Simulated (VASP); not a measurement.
Output of a VASP run:

File OSZICAR:
```
       N       E                     dE             d eps       ncg     rms          rms(c)
DAV:   1     0.668266741865E+02    0.66827E+02   -0.82309E+03   112   0.148E+03
DAV:   2    -0.258780705037E+01   -0.69414E+02   -0.68067E+02   114   0.262E+02
DAV:   3    -0.680765305012E+01   -0.42198E+01   -0.42061E+01   139   0.629E+01
DAV:   4    -0.687389696166E+01   -0.66244E-01   -0.65939E-01   132   0.876E+00
DAV:   5    -0.687598175561E+01   -0.20848E-02   -0.20844E-02   130   0.123E+00    0.310E+00
DAV:   6    -0.681727032502E+01    0.58711E-01   -0.94767E-02   147   0.484E+00    0.190E+00
DAV:   7    -0.680409099013E+01    0.13179E-01   -0.64385E-02   119   0.194E+00    0.423E-01
DAV:   8    -0.680670136339E+01   -0.26104E-02   -0.71645E-03   145   0.105E+00    0.104E-01
DAV:   9    -0.680765985724E+01   -0.95849E-03   -0.12068E-03   109   0.322E-01    0.396E-02
DAV:  10    -0.680778257195E+01   -0.12271E-03   -0.10710E-04   134   0.656E-02    0.106E-02
DAV:  11    -0.680782639852E+01   -0.43827E-04   -0.64179E-05   104   0.572E-02    0.632E-03
DAV:  12    -0.680782815527E+01   -0.17567E-05   -0.30017E-06   124   0.120E-02    0.148E-03
DAV:  13    -0.680782787213E+01    0.28314E-06   -0.13909E-07    72   0.487E-03
   1 F= -.68078279E+01 E0= -.68063995E+01  d E =-.285671E-02
```

**OUTCAR**
```
------------------------ aborting loop because EDIFF is reached ----------------------------------------
  FORCE on cell =-STRESS in cart. coord.  units (eV):
  Direction    XX          YY          ZZ          XY          YZ          ZX
  --------------------------------------------------------------------------------------
  Total        0.6925100      0.6925100      0.6925100      0.0000000      0.0000000     -0.0000000
  in kB       18.4249623     18.4249623     18.4249623      0.0000000      0.0000000     -0.0000000
  external PRESSURE =      18.4249623 kB  Pullay stress =       0.0000000 kB
  volume of cell :       60.22
      direct lattice vectors                 reciprocal lattice vectors
     0.000000000  3.111000000  3.111000000    -0.160720026  0.160720026  0.160720026
     3.111000000  0.000000000  3.111000000     0.160720026 -0.160720026  0.160720026
     3.111000000  3.111000000  0.000000000     0.160720026  0.160720026 -0.160720026
  FREE ENERGIE OF THE ION-ELECTRON SYSTEM (eV)
  ---------------------------------------------------
  free  energy   TOTEN  =        -6.8078278721 eV

  energy  without entropy=       -6.8049711625  energy(sigma->0) =       -6.80639952
```
(Selected blocks of OUTCAR.)

POSCAR:
```
GaSb
1
    0.0000000000     3.1110000000     3.1110000000
    3.1110000000     0.0000000000     3.1110000000
    3.1110000000     3.1110000000     0.0000000000
Ga Sb
1 1
Direct
  0.0000000000   0.0000000000   0.0000000000
  0.2500000000   0.2500000000   0.2500000000
```

Q: Reconstruct the remaining input files.

A: One answer among several that fit: the input of the run itself, PBE GGA, plane waves, VASP's PBE PAW potentials (set 64).

INCAR:
```
ISMEAR  =  0   # Gaussian
NELM  =  100   # most electronic steps
SYSTEM  =  GaSb
LREAL  =  .False.
LASPH  =  .True.
LWAVE  =  .False.
LCHARG  =  .False.
ISIF  =  2   # forces and stress, cell fixed
LMAXMIX  =  4   # l cut-off of mixed one-centre charges
PREC  =  Accurate
SIGMA  =  0.05   # width (eV)
EDIFF  =  1E-6
GGA  =  PE
ALGO  =  Normal
ENCUT  =  400   # plane-wave cut-off (eV)
```

**KPOINTS**
```
Automatic mesh
0
Gamma
3 3 3
0 0 0
```

POTCAR, in this order: Ga_d Sb (PBE.64 set). Program: vasp_std.

The compound is GaSb in the zinc blende structure. The cell was not relaxed at this level. The k-mesh is coarse (spacing up to 0.58 per Å, 2π included), so the numbers may not be converged in it. The run is one of a series of settings (KPOINTS 3×3×3 Γ-centred mesh against the base run), some of them coarse on purpose.
